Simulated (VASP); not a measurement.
# ZnS with optB86b-vdW: from relaxation to properties

How well does optB86b-vdW reproduce what experiment finds for ZnS? The cell is relaxed first, and properties follow on it. The steps: relaxing cell and atoms (optB86b-vdW), single point with fields (optB86b-vdW), band structure (optB86b-vdW), total and projected DOS (optB86b-vdW), optical spectrum (optB86b-vdW), volume scan with optB86b-vdW and fit for optB86b-vdW. The start is a cell from a database of measured crystal structures.

Method: optB86b-vdW; plane waves and PAW (Zn, S), in VASP 6.6.1.

The experiments to compare with:

“On the Surface Hardening of Zinc Sulfide Windows by Gallium Sulfide” (2024, pmc:11595366) reports for ZnS, sphalerite (zinc blende), by powder X-ray diffraction (untreated commercial multispectral-grade CVD/HIP polycrystalline window): lattice constant a (cubic a, untreated; bracketed figure appears to be the next digit …) 5.411 Å [commercial polycrystalline ceramic window; bracketed digit ambiguous (next digit or …].

For ZnS, zincblende (literature value, sample not described), “Electronic, vibrational, and thermodynamic properties of ZnS (zincblende and rocksalt structure)” (2009, arxiv:0911.5022) quotes earlier work: band gap (direct gap E0 at Gamma) 3.85 eV at 19 K [literature value at 19 K; includes electron-phonon renormalization, which the paper puts …]; bulk modulus (B0) 76.9 GPa [literature value; measurement temperature not stated].

Most raw output is cut from this account.

The database entry behind the starting cell differs from later determinations by our own check (about 0.1 % short), so it need not match the best structure at ambient conditions.

## (1) The structure

Before any relaxation, the start is as follows. It takes space group F-43m (No. 216, cubic). The conventional cell has a = 5.404 Å, b = 5.404 Å, c = 5.404 Å, α = 90.00°, β = 90.00°, γ = 90.00°. Zn has 4 S at 2.34 Å nearest. S has 4 Zn at 2.34 Å nearest. Farther neighbours and most contacts between anions are not listed.

## (2) Relaxing cell and atoms (optB86b-vdW)

The start need not lie at this functional's minimum. ISIF = 3 frees volume, shape and positions, and EDIFFG sets the threshold on forces and stress at which the search stops. optB86b-vdW pairs nonlocal correlation with a less repulsive exchange of B86b form. LUSE_VDW switches on a nonlocal correlation term for dispersion.

Contents of INCAR:

```
SYSTEM = ZnS
PREC = Accurate
ENCUT = 400
EDIFF = 1E-06
NELM = 100
ISMEAR = 0
SIGMA = 0.05
LREAL = .FALSE.
ALGO = Normal
GGA = MK
AGGAC = 0
LUSE_VDW = .TRUE.
PARAM1 = 0.1234
PARAM2 = 1
LASPH = .TRUE.
NBANDS = 15
LORBIT = 11
LWAVE = .FALSE.
LCHARG = .FALSE.
KPAR = 2
IBRION = 2
NSW = 60
ISIF = 3
EDIFFG = -0.01
```

Contents of POSCAR:

```
ZnS
1.0
    0.0000000000      2.7020000000      2.7020000000
    2.7020000000      0.0000000000      2.7020000000
    2.7020000000      2.7020000000      0.0000000000
Zn S
1 1
Direct
    0.2500000000      0.2500000000      0.2500000000
    0.0000000000      0.0000000000      0.0000000000
```

Contents of KPOINTS:

```
Automatic mesh
0
Gamma
7 7 7
0 0 0
```

The projector-augmented-wave data sets are Zn and S (PBE family, release 64).

The run is started by

```console
> mpirun -np 2 vasp_std
```

The job ended after 62 s (2 MPI ranks of AMD EPYC 7R43, shared host; peak memory 0.54 GiB; 2 min of CPU time).

The gap is read on the k-mesh alone, so it is an upper bound where the band edges lie off the mesh. The PAW data sets were made with PBE, which is usual practice but a small mismatch for other functionals. The run keeps the 24 symmetry operations of its start, so it cannot find a distortion of lower symmetry.

Little changed from the start: no atom moved by 0.005 Å and no cell edge by 0.1 %.

Numbers from this step:

```
electrons                       : 18
bands                           : 15
irreducible k-points            : 20
symmetry operations             : 24
free energy (TOTEN)             : -2.385 eV
Fermi energy                    : 2.281 eV
pressure                        : 0.04805 GPa
metallic                        : no
valence top at k                : 0, 0, 0
conduction bottom at k          : 0, 0, 0
least direct gap at k           : 0, 0, 0
SCF cycles over all ionic steps : 18
gap on the k-mesh               : 2.059 eV
least direct gap on the k-mesh  : 2.059 eV
```

It ends with forces that vanish by symmetry and a pressure of 0.05 GPa. The volume lies -0.3 % from that of the database's start, which holds the thermal and zero-point expansion of its experiment.

## (3) Single point with fields (optB86b-vdW)

The relaxed cell gets a fresh self-consistent run, on a basis set for its own volume, to fix the density and to check the remaining stress.

INCAR: that of step 2 with these lines changed.

```diff
@@ -18,7 +18,5 @@
 LWAVE = .FALSE.
-LCHARG = .FALSE.
-KPAR = 2
-IBRION = 2
-NSW = 60
-ISIF = 3
-EDIFFG = -0.01
+LCHARG = .TRUE.
+ISIF = 2
+LELF = .TRUE.
+LVHAR = .TRUE.
```

Contents of POSCAR:

```
ZnS
1.0
    0.0000000000      2.6995462427      2.6995462427
    2.6995462427      0.0000000000      2.6995462427
    2.6995462427      2.6995462427      0.0000000000
Zn S
1 1
Direct
    0.2500000000      0.2500000000      0.2500000000
    0.0000000000      0.0000000000      0.0000000000
```

KPOINTS is that of step 2.

The run is started by

```console
> mpirun -np 2 vasp_std
```

The job ended after 23 s (2 MPI ranks; peak memory 0.42 GiB).

This step gave:

```
SCF cycles                     : 12
bands                          : 16
Fermi energy                   : 2.296 eV
pressure                       : 0.05341 GPa
gap on the k-mesh              : 2.058 eV
least direct gap on the k-mesh : 2.058 eV
```

Valence electrons inside each PAW sphere by angular momentum. Sphere charges, by row:

| atom | s (e) | p (e) | d (e) | tot (e) |
| --- | --- | --- | --- | --- |
| Zn1 | 0.525 | 0.481 | 9.801 | 10.81 |
| S2 | 1.318 | 2.43 | 0 | 3.748 |

ELF in the ac plane of a cell with a along [110], b along [-110] and c along [001] of the cube at fractional y = 0.000, with atoms of Zn and S within 0.2 Å of it. It is the smooth field of the valence electrons, not physical close to the nuclei.

Ten even steps from '_' (0.01) to '@' (0.86), each cell a mean:
```
**@@@@**::..::**@@@@**##@@%%==::::==%%@@##
@@@@%%--......--%%@@@@@@@@++::....::**@@@@
%%%%==::______::==%%%%%%**--..____..--**%%
++--::..______..::--++==::::________::--==
......::..__..::..........::..____..::....
____....::..::....________..::....::..____
______..........____________........______
__________________________________________
__________________________________________
::..______________..::::..____________..::
##++--..______..--**##**==::________::==**
@@%%##--______--##%%@@@@%%++::____::++%%@@
%%@@%%**::__::**%%@@%%%%@@##==____==##@@%%
==%%@@##--..--##@@%%==**@@%%++....++@@@@++
```
Columns run along a (7.6 Å), rows up along c (5.4 Å), edges of the conventional cell, whose origin can differ from the input's. Atoms in or near the plane, at fractional coordinates: Zn at (0.75, 0.75), Zn at (0.25, 0.75), S at (0.50, 0.00), S at (0.00, 0.00).

Valence density in the ac plane of a cell with a along [110], b along [-110] and c along [001] of the cube at fractional y = 0.000, with atoms of Zn and S within 0.2 Å of it. It is the smooth field of the valence electrons, not physical close to the nuclei.

Values in e/Å³, 8 rows by 16 columns, each cell a mean:
```
 1  1  0  1  1  0  1  1  1  1  0  1  1  0  1  1
 0  0  1  8 11  2  0  0  0  0  1  8 11  2  0  0
 0  0  1  5  7  2  0  0  0  0  1  5  7  2  0  0
 0  0  0  0  0  0  0  0  0  0  0  0  0  0  0  0
 0  0  0  0  0  0  0  0  0  0  0  0  0  0  0  0
 0  0  0  0  0  0  0  0  0  0  0  0  0  0  0  0
 1  0  0  0  0  0  0  1  1  0  0  0  0  0  0  1
 1  1  0  0  0  0  1  1  1  1  0  0  0  0  1  1
```
Columns run along a (7.6 Å), rows up along c (5.4 Å), edges of the conventional cell, whose origin can differ from the input's. Atoms in or near the plane, at fractional coordinates: Zn at (0.75, 0.75), Zn at (0.25, 0.75), S at (0.50, 0.00), S at (0.00, 0.00).

Electrostatic potential energy in the ac plane of a cell with a along [110], b along [-110] and c along [001] of the cube at fractional y = 0.000, with atoms of Zn and S within 0.2 Å of it. With pseudopotentials it is smooth inside the atoms' cores, unlike the true potential.

Ten even steps from '_' (-74 eV) to '@' (5 eV), each cell a mean:
```
__::##@@@@@@@@@@##..____++%%@@@@@@@@%%==__
==**%%%%%%%%%%%%%%**==++%%%%%%%%%%%%%%%%++
@@@@@@%%%%%%%%%%@@@@@@@@@@%%%%%%%%%%%%@@@@
@@@@@@%%%%%%%%%%@@@@@@@@@@%%%%%%%%%%%%@@@@
@@@@@@%%%%%%%%%%@@@@@@@@@@%%%%%%%%%%%%@@@@
@@@@@@@@%%%%%%@@@@@@@@@@@@@@%%%%%%%%@@@@@@
@@@@@@@@@@@@@@@@@@@@@@@@@@@@@@@@@@@@@@@@@@
@@@@@@@@@@@@@@@@@@@@@@@@@@@@@@@@@@@@@@@@@@
@@@@@@@@@@@@@@@@@@@@@@@@@@@@@@@@@@@@@@@@@@
@@@@@@@@@@@@@@@@@@@@@@@@@@@@@@@@@@@@@@@@@@
@@@@@@@@@@@@@@@@@@@@@@@@@@@@@@@@@@@@@@@@@@
##%%@@@@@@@@@@@@@@%%##%%@@@@@@@@@@@@@@@@%%
..==%%@@@@@@@@@@%%==..::**@@@@@@@@@@@@**::
__..##@@@@@@@@@@**..____==%%@@@@@@@@%%--__
```
Columns run along a (7.6 Å; values clipped at the 3rd and 97th percentile), rows up along c (5.4 Å), edges of the conventional cell, whose origin can differ from the input's. Atoms in or near the plane, at fractional coordinates: Zn at (0.75, 0.75), Zn at (0.25, 0.75), S at (0.50, 0.00), S at (0.00, 0.00).

In this run the pressure is 0.05 GPa, small enough to go on.

## (4) Band structure (optB86b-vdW)

Levels along the symmetry lines show where the bands peak and cross; KPOINTS_OPT computes them in the converged potential.

INCAR: that of step 3 with these lines changed.

```diff
@@ -15,8 +15,6 @@
 LASPH = .TRUE.
-NBANDS = 15
+NBANDS = 21
 LORBIT = 11
 LWAVE = .FALSE.
-LCHARG = .TRUE.
-ISIF = 2
-LELF = .TRUE.
-LVHAR = .TRUE.
+LCHARG = .FALSE.
+KPAR = 2
```

POSCAR is that of step 3.

KPOINTS is that of step 3.

Contents of KPOINTS_OPT:

```
Line mode
16
Line-mode
Reciprocal
  0.00000000   0.00000000   0.00000000 GAMMA
  0.50000000   0.00000000   0.50000000 X

  0.50000000   0.00000000   0.50000000 X
  0.50000000   0.25000000   0.75000000 W

  0.50000000   0.25000000   0.75000000 W
  0.37500000   0.37500000   0.75000000 K

  0.37500000   0.37500000   0.75000000 K
  0.00000000   0.00000000   0.00000000 GAMMA

  0.00000000   0.00000000   0.00000000 GAMMA
  0.50000000   0.50000000   0.50000000 L

  0.50000000   0.50000000   0.50000000 L
  0.62500000   0.25000000   0.62500000 U

  0.62500000   0.25000000   0.62500000 U
  0.50000000   0.25000000   0.75000000 W

  0.50000000   0.25000000   0.75000000 W
  0.50000000   0.50000000   0.50000000 L

  0.50000000   0.50000000   0.50000000 L
  0.37500000   0.37500000   0.75000000 K

  0.62500000   0.25000000   0.62500000 U
  0.50000000   0.00000000   0.50000000 X
```

The run is started by

```console
> mpirun -np 2 vasp_std
```

Wall time 67 s (2 MPI ranks); peak memory 0.56 GiB; 2.2 min of CPU time.

Numbers from this step:

```
bands                             : 21
Fermi energy                      : 2.369 eV
pressure                          : 0.09679 GPa
least gap on mesh and path        : 2.058 eV
least direct gap on mesh and path : 2.058 eV
```

The electronic bands at the labelled points (eV, zero at the valence-band top; v1 is the highest filled band, c1 the lowest empty one):

| point | v4 | v3 | v2 | v1 | c1 | c2 | c3 | c4 |
| --- | --- | --- | --- | --- | --- | --- | --- | --- |
| Γ | -5.92 | 0.00 | 0.00 | 0.00 | 2.06 | 6.37 | 6.37 | 6.37 |
| 0.53 of the way | -5.87 | -2.79 | -1.36 | -1.36 | 4.34 | 4.54 | 8.77 | 8.77 |
| X | -5.70 | -4.60 | -2.23 | -2.23 | 3.35 | 4.03 | 10.94 | 11.94 |
| 0.47 of the way | -5.61 | -4.61 | -2.48 | -2.47 | 4.13 | 4.73 | 9.79 | 10.08 |
| W | -5.51 | -4.62 | -2.77 | -2.74 | 5.66 | 6.01 | 7.83 | 8.21 |
| 0.47 of the way | -5.54 | -4.63 | -3.02 | -2.24 | 4.85 | 5.97 | 8.38 | 8.93 |
| K | -5.57 | -4.65 | -3.14 | -1.82 | 4.08 | 5.94 | 9.37 | 9.76 |
| 0.47 of the way | -5.88 | -3.32 | -1.89 | -0.57 | 4.55 | 6.54 | 6.94 | 7.39 |
| Γ | -5.92 | 0.00 | 0.00 | 0.00 | 2.06 | 6.37 | 6.37 | 6.37 |
| 0.53 of the way | -5.91 | -3.08 | -0.52 | -0.52 | 3.43 | 7.01 | 7.01 | 7.08 |
| L | -5.71 | -5.32 | -0.87 | -0.87 | 3.26 | 6.89 | 6.89 | 8.83 |
| 0.47 of the way | -5.66 | -5.04 | -2.05 | -1.21 | 4.33 | 6.21 | 7.78 | 8.71 |
| U | -5.57 | -4.65 | -3.14 | -1.82 | 4.08 | 5.94 | 9.37 | 9.76 |
| 0.47 of the way | -5.55 | -4.63 | -3.05 | -2.16 | 4.69 | 5.96 | 8.54 | 9.07 |
| W | -5.51 | -4.62 | -2.77 | -2.74 | 5.66 | 6.01 | 7.83 | 8.21 |
| 0.47 of the way | -5.63 | -4.87 | -2.48 | -1.55 | 4.94 | 5.89 | 7.79 | 9.15 |
| L | -5.71 | -5.32 | -0.87 | -0.87 | 3.26 | 6.89 | 6.89 | 8.83 |
| 0.53 of the way | -5.65 | -4.97 | -2.28 | -1.29 | 4.42 | 6.22 | 8.02 | 8.62 |
| K | -5.57 | -4.65 | -3.14 | -1.82 | 4.08 | 5.94 | 9.37 | 9.76 |
| jump to U | -5.57 | -4.65 | -3.14 | -1.82 | 4.08 | 5.94 | 9.37 | 9.76 |
| 0.47 of the way | -5.64 | -4.61 | -2.66 | -2.11 | 3.69 | 4.63 | 10.21 | 10.96 |
| X | -5.70 | -4.60 | -2.23 | -2.23 | 3.35 | 4.03 | 10.94 | 11.94 |

Of the projections kept (Zn, S), the largest for each band there; the rest of the weight can lie on other orbitals:

| point | v4 | v3 | v2 | v1 | c1 | c2 | c3 | c4 |
| --- | --- | --- | --- | --- | --- | --- | --- | --- |
| Γ | Zn 1.00 | S 0.75 | S 0.75 | S 0.75 | Zn 0.51 | Zn 0.98 | Zn 0.98 | Zn 0.98 |
| X | Zn 0.97 | Zn 0.71 | S 0.72 | S 0.72 | Zn 0.79 | Zn 0.80 | S 0.78 | Zn 0.59 |
| W | Zn 0.97 | Zn 0.58 | S 0.71 | S 0.59 | S 0.59 | Zn 0.53 | Zn 0.77 | Zn 0.78 |
| K | Zn 0.97 | Zn 0.59 | S 0.61 | S 0.71 | Zn 0.78 | S 0.51 | S 0.62 | Zn 0.64 |
| Γ | Zn 1.00 | S 0.75 | S 0.75 | S 0.75 | Zn 0.51 | Zn 0.98 | Zn 0.98 | Zn 0.98 |
| L | Zn 0.98 | S 0.53 | S 0.73 | S 0.73 | Zn 0.70 | Zn 0.91 | Zn 0.91 | S 0.77 |

The path finds the gap of the mesh within 0.02 eV, so the mesh comes close to both band edges.

## (5) Total and projected DOS (optB86b-vdW)

Here the states are counted by energy and projected on the atoms. The mesh is finer than in the run before.

INCAR: that of step 4 with these lines changed.

```diff
@@ -5,3 +5,3 @@
 NELM = 100
-ISMEAR = 0
+ISMEAR = -5
 SIGMA = 0.05
@@ -20 +20,2 @@
 KPAR = 2
+NEDOS = 2001
```

POSCAR is that of step 4.

Contents of KPOINTS:

```
Automatic mesh
0
Gamma
11 11 11
0 0 0
```

The run is started by

```console
> mpirun -np 2 vasp_std
```

Elapsed: 46 s, on 2 MPI ranks; peak memory 0.58 GiB; 90 s of CPU time.

This step gave:

* irreducible k-points: 56
* free energy (TOTEN): -2.386 eV
* Fermi energy: 2.049 eV
* pressure: 0.09279 GPa
* gap on the k-mesh: 2.059 eV
* least direct gap on the k-mesh: 2.059 eV

The density of states has structure finer than the step of the table below, so its rows give means over 1 eV, whole bins alone (the curve runs from -12.0 to 9.99 eV). Peaks (eV: height): total -6.3: 23.2, -5.9: 25.2, -4.6: 3.60; S p -6.3: 1.07, -4.6: 0.885, -1.0: 0.843, 6.1: 0.342; Zn d -6.3: 20.3, -5.9: 24.3; Zn s -6.4: 0.157, -4.6: 0.825, 4.4: 0.396; Zn p -2.0: 0.180, 4.4: 0.137, 6.1: 0.245, 7.2: 0.426.

States under -12.0 eV and over 10.0 eV are left out. The density of states by energy, zero at the valence-band top; means over each step; values in states/eV/cell:

| energy (eV) | total | S p | Zn d | Zn s | Zn p | S s |
| --- | --- | --- | --- | --- | --- | --- |
| -8 | 0 | 0 | 0 | 0 | 0 | 0 |
| -7 | 0.0467 | 0.00308 | 0.0370 | 0.00108 | 6.1e-5 | 1.0e-5 |
| -6 | 9.95 | 0.271 | 8.97 | 0.0699 | 0.0217 | 0.0215 |
| -5 | 0.811 | 0.193 | 0.125 | 0.162 | 0.0196 | 0.0106 |
| -4 | 0.775 | 0.178 | 0.158 | 0.132 | 0.0205 | 0.0258 |
| -3 | 0.918 | 0.292 | 0.113 | 0.0467 | 0.0743 | 0.0177 |
| -2 | 1.76 | 0.689 | 0.164 | 0.0338 | 0.164 | 0.0125 |
| -1 | 1.54 | 0.695 | 0.164 | 0.0117 | 0.121 | 0.00500 |
| 0 | 0.209 | 0.104 | 0.0273 | 6.1e-4 | 0.0106 | 3.3e-4 |
| 1 | 0 | 0 | 0 | 0 | 0 | 0 |
| 2 | 0.00249 | 2.0e-4 | 0 | 6.4e-4 | 5.1e-6 | 5.8e-4 |
| 3 | 0.0884 | 0.0101 | 9.4e-4 | 0.0203 | 0.00305 | 0.0146 |
| 4 | 1.20 | 0.119 | 0.0374 | 0.219 | 0.0797 | 0.0903 |
| 5 | 1.21 | 0.160 | 0.0471 | 0.213 | 0.0783 | 0.0415 |
| 6 | 1.33 | 0.190 | 0.0491 | 0.105 | 0.147 | 0.0159 |
| 7 | 1.30 | 0.100 | 0.0410 | 0.0158 | 0.268 | 0.0101 |
| 8 | 1.32 | 0.157 | 0.0513 | 0.0235 | 0.219 | 0.0212 |
| 9 | 1.07 | 0.162 | 0.0529 | 0.0157 | 0.141 | 0.0111 |

The gap on this mesh is 2.06 eV. In the top eV of the valence band the largest shares in the PAW spheres are S p 47 %, Zn d 12 % and Zn p 7 %; in the lowest eV of the conduction band, Zn s 24 %, S s 21 % and S p 12 %. The rest lies in smaller channels or between the spheres.

## (6) Optical spectrum (optB86b-vdW)

LOPTICS sums transitions from filled to empty bands. NBANDS is raised for it.

INCAR: that of step 5 with these lines changed.

```diff
@@ -5,3 +5,3 @@
 NELM = 100
-ISMEAR = -5
+ISMEAR = 0
 SIGMA = 0.05
@@ -15,3 +15,3 @@
 LASPH = .TRUE.
-NBANDS = 21
+NBANDS = 25
 LORBIT = 11
@@ -20,2 +20,4 @@
 KPAR = 2
-NEDOS = 2001
+LOPTICS = .TRUE.
+NEDOS = 1500
+CSHIFT = 0.1
```

POSCAR is that of step 5.

KPOINTS is that of step 5.

The run is started by

```console
> mpirun -np 2 vasp_std
```

Wall time 61 s (2 MPI ranks); peak memory 0.64 GiB; 2 min of CPU time.

These are independent-particle spectra without excitons or local fields, and fine structure depends on the mesh and on CSHIFT.

This step gave:

| Property | Result |
| --- | --- |
| bands | 25 |
| Fermi energy | 2.245 eV |
| pressure | 0.08682 GPa |

The imaginary dielectric function, xx has structure finer than the step of the table below, so its rows give means over 1 eV, whole bins alone (the curve runs from 0 to 25.0 eV). Peaks (eV: height): 4.0: 5.51, 4.6: 7.63, 5.9: 14.5, 7.5: 9.83.

The imaginary dielectric function, xx by photon energy; means over each step:

| photon energy (eV) | imaginary dielectric function, xx |
| --- | --- |
| 1 | 0.0476 |
| 2 | 0.361 |
| 3 | 1.45 |
| 4 | 3.88 |
| 5 | 6.34 |
| 6 | 12.2 |
| 7 | 7.59 |
| 8 | 7.29 |
| 9 | 3.95 |
| 10 | 2.58 |
| 11 | 2.15 |
| 12 | 1.61 |
| 13 | 1.14 |
| 14 | 0.891 |
| 15 | 0.579 |
| 16 | 0.534 |
| 17 | 0.430 |
| 18 | 0.430 |
| 19 | 0.402 |
| 20 | 0.386 |
| 21 | 0.320 |
| 22 | 0.248 |
| 23 | 0.215 |
| 24 | 0.208 |

Real dielectric function, xx against photon energy:

| photon energy (eV) | real dielectric function, xx |
| --- | --- |
| 0 | 6.36 |
| 1 | 6.56 |
| 2 | 7.47 |
| 3 | 8.22 |
| 4 | 9.13 |
| 5 | 7.78 |
| 6 | 3.26 |
| 7 | 0.336 |
| 8 | -3.32 |
| 9 | -2.55 |
| 10 | -1.55 |
| 11 | -1.69 |
| 12 | -0.912 |
| 13 | -0.993 |
| 14 | -0.685 |
| 15 | -0.466 |
| 16 | -0.189 |
| 17 | -0.0292 |
| 18 | 0.0323 |
| 19 | 0.196 |
| 20 | 0.124 |
| 21 | 0.251 |
| 22 | 0.287 |
| 23 | 0.341 |
| 24 | 0.409 |

The mean of ε2 over directions passes 5 % of its top at 2.55 eV, against a least direct gap of 2.06 eV on this mesh, so the first direct transitions are weak, forbidden or few.

## (7) Volume scan with optB86b-vdW

An equation of state needs energies on both sides of the minimum, all on one mesh and cutoff.

INCAR: that of step 6 with these lines changed.

```diff
@@ -15,3 +15,3 @@
 LASPH = .TRUE.
-NBANDS = 25
+NBANDS = 15
 LORBIT = 11
@@ -20,4 +20,2 @@
 KPAR = 2
-LOPTICS = .TRUE.
-NEDOS = 1500
-CSHIFT = 0.1
+ISIF = 2
```

Contents of POSCAR:

```
ZnS
1.0
    0.0000000000      2.6444379992      2.6444379992
    2.6444379992      0.0000000000      2.6444379992
    2.6444379992      2.6444379992      0.0000000000
Zn S
1 1
Direct
    0.2500000000      0.2500000000      0.2500000000
    0.0000000000      0.0000000000      0.0000000000
```

Contents of KPOINTS:

```
Automatic mesh
0
Gamma
7 7 7
0 0 0
```

The run is started by

```console
> mpirun -np 2 vasp_std
```

It took 24 s on 2 MPI ranks; peak memory 0.46 GiB; 46 s of CPU time.

The scan keeps the cell's shape and the fractional positions fixed.

Numbers from this step:

* bands: 15
* irreducible k-points: 20
* free energy (TOTEN): -2.343 eV
* Fermi energy: 2.908 eV
* pressure: 5.354 GPa
* gap on the k-mesh: 2.341 eV
* least direct gap on the k-mesh: 2.341 eV

The pressure here is 5.35 GPa.

## (8) Volume scan with optB86b-vdW (run 2)

INCAR is that of step 7.

Contents of POSCAR:

```
ZnS
1.0
    0.0000000000      2.6630614156      2.6630614156
    2.6630614156      0.0000000000      2.6630614156
    2.6630614156      2.6630614156      0.0000000000
Zn S
1 1
Direct
    0.2500000000      0.2500000000      0.2500000000
    0.0000000000      0.0000000000      0.0000000000
```

KPOINTS is that of step 7.

The run is started by

```console
> mpirun -np 2 vasp_std
```

It took 33 s on 2 MPI ranks; peak memory 0.56 GiB; 64 s of CPU time.

This step gave:

```
free energy (TOTEN)            : -2.365 eV
Fermi energy                   : 2.725 eV
pressure                       : 3.398 GPa
gap on the k-mesh              : 2.243 eV
least direct gap on the k-mesh : 2.243 eV
```

The pressure falls from 5.35 to 3.40 GPa.

The run ends at a pressure of 3.40 GPa.

## (9) Volume scan with optB86b-vdW (run 3)

INCAR is that of step 8.

Contents of POSCAR:

```
ZnS
1.0
    0.0000000000      2.6814279368      2.6814279368
    2.6814279368      0.0000000000      2.6814279368
    2.6814279368      2.6814279368      0.0000000000
Zn S
1 1
Direct
    0.2500000000      0.2500000000      0.2500000000
    0.0000000000      0.0000000000      0.0000000000
```

KPOINTS is that of step 8.

The run is started by

```console
> mpirun -np 2 vasp_std
```

The job ended after 31 s (2 MPI ranks; peak memory 0.54 GiB).

(Part 1 of 2 ends here.)

[Lines on the potential files, build, host, timing and source positions are cut from VASP's logs without a mark.]

[Logs are printed without paths, hosts, clocks, repeated set-up lines and the standing remarks that a program may print on its own settings, such as how far it seeks lower states.]

[Hosts, paths, dates, database ids (printed as entryN), source tags and the programs' standing remarks are cut or masked in the printed files.]

[A measured line is paired with the nearest computed mode of its activity, which favours agreement.]
